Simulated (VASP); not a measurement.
```xyz
8
Lattice="5.7752 0.0000 0.0000 0.0000 5.7752 0.0000 0.0000 0.0000 5.7752" Properties=species:S:1:pos:R:3 pbc="T T T"
Zn     0.0000     2.8876     2.8876
Zn     2.8876     0.0000     2.8876
Zn     2.8876     2.8876     0.0000
Cd     0.0000     0.0000     0.0000
Se     4.2646     4.2646     1.5106
Se     4.2646     1.5106     4.2646
Se     1.5106     1.5106     1.5106
Se     1.5106     4.2646     4.2646
```

Level of theory: r2SCAN meta-GGA, VASP's PBE PAW potentials (set 64) (plane waves; VASP). Settings: 400 eV cut-off, 5×5×5 Γ-centred mesh, tetrahedra with Blöchl corrections, potentials Zn Cd Se.

The cores are frozen, which limits the accuracy of field gradients.

Give the principal components of the electric field gradient (V/Å²) and the asymmetry η at each nucleus.

| atom | Vxx | Vyy | Vzz | η |
|---|---|---|---|---|
| Zn1 | 6.4 | 6.4 | -12.8 | 0.00 |
| Zn2 | 6.4 | 6.4 | -12.8 | 0.00 |
| Zn3 | 6.4 | 6.4 | -12.8 | 0.00 |
| Cd4 | 0.0 | 0.0 | 0.0 | - |
| Se5 | 17.0 | 17.0 | -33.9 | 0.00 |
| Se6 | 17.0 | 17.0 | -33.9 | 0.00 |
| Se7 | 17.0 | 17.0 | -33.9 | 0.00 |
| Se8 | 17.0 | 17.0 | -33.9 | 0.00 |

The structure comes from a computed database's Zn3CdSe4 entry (P-43m); how it stands against other phases isn't given here. It was relaxed first.
